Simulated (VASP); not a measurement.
Level of theory: LDA (Ceperley-Alder, Perdew-Zunger), VASP's LDA PAW potentials (set 64) (plane waves; VASP).

Input for VASP

File KPOINTS:
```
Automatic mesh
0
Gamma
11 11 11
0 0 0
```

### POSCAR
```
Pb
1
    0.0000000000     2.4750000000     2.4750000000
    2.4750000000     0.0000000000     2.4750000000
    2.4750000000     2.4750000000     0.0000000000
Pb
1
Direct
  0.0000000000   0.0000000000   0.0000000000
```

INCAR:
```
! general
SYSTEM  = Pb
PREC    = Accurate
ENCUT   = 300   ! plane-wave cut-off (eV)
LREAL   = F
LASPH   = T

! electronic loop
EDIFF   = 1E-6   ! SCF stop (eV)
NELM    = 100   ! most electronic steps
ALGO    = Normal   ! blocked Davidson
LMAXMIX = 4

! smearing
ISMEAR  = 0   ! Gaussian
SIGMA   = 0.1   ! width (eV)

! ions
ISIF    = 2   ! forces and stress, cell fixed

! output
LWAVE   = F
LCHARG  = F
```

POTCAR, in this order: Pb_d (LDA.64 set). Program: vasp_std.

The run wrote:

**OSZICAR**
```
       N       E                     dE             d eps       ncg     rms          rms(c)
DAV:   1     0.876315940046E+02    0.87632E+02   -0.54708E+03  1261   0.974E+02
DAV:   2    -0.598636595460E+00   -0.88230E+02   -0.86353E+02  1253   0.280E+02
DAV:   3    -0.419260108234E+01   -0.35940E+01   -0.35713E+01  1459   0.669E+01
DAV:   4    -0.426322341141E+01   -0.70622E-01   -0.70605E-01  1545   0.102E+01
DAV:   5    -0.426547506596E+01   -0.22517E-02   -0.22516E-02  1445   0.155E+00    0.540E-01
DAV:   6    -0.425398558410E+01    0.11489E-01   -0.14313E-02  1484   0.218E+00    0.276E-01
DAV:   7    -0.425043891409E+01    0.35467E-02   -0.64206E-03  1445   0.133E+00    0.851E-02
DAV:   8    -0.425016990789E+01    0.26901E-03   -0.27981E-04  1468   0.350E-01    0.784E-03
DAV:   9    -0.425016993971E+01   -0.31822E-07   -0.67930E-06  1516   0.441E-02
   1 F= -.42501699E+01 E0= -.42494150E+01  d E =-.150993E-02
```

OUTCAR:
```
------------------------ aborting loop because EDIFF is reached ----------------------------------------
  FORCE on cell =-STRESS in cart. coord.  units (eV):
  Direction    XX          YY          ZZ          XY          YZ          ZX
  --------------------------------------------------------------------------------------
  Total       -0.5110393     -0.5110393     -0.5110393      0.0000000      0.0000000      0.0000000
  in kB      -27.0028312    -27.0028312    -27.0028312      0.0000000      0.0000000      0.0000000
  external PRESSURE =     -27.0028312 kB  Pullay stress =       0.0000000 kB
  volume of cell :       30.32
      direct lattice vectors                 reciprocal lattice vectors
     0.000000000  2.475000000  2.475000000    -0.202020202  0.202020202  0.202020202
     2.475000000  0.000000000  2.475000000     0.202020202 -0.202020202  0.202020202
     2.475000000  2.475000000  0.000000000     0.202020202  0.202020202 -0.202020202
 POSITION                                       TOTAL-FORCE (eV/Angst)
 -----------------------------------------------------------------------------------
      0.00000      0.00000      0.00000         0.000000      0.000000     -0.000000
 -----------------------------------------------------------------------------------
    total drift:                                0.000000      0.000000      0.000000
  FREE ENERGIE OF THE ION-ELECTRON SYSTEM (eV)
  ---------------------------------------------------
  free  energy   TOTEN  =        -4.2501699397 eV

  energy  without entropy=       -4.2486600124  energy(sigma->0) =       -4.24941498
```
(Selected blocks of OUTCAR.)

At this cut-off the stress carries a Pulay error, which pulls relaxed volumes low.

The structure is a typed Pb crystal (Fm-3m). The cell was not relaxed at this level. The run is one of a series of settings (GGA removed, POTCAR Pb_d (LDA.64 set) against the base run), some of them coarse on purpose.
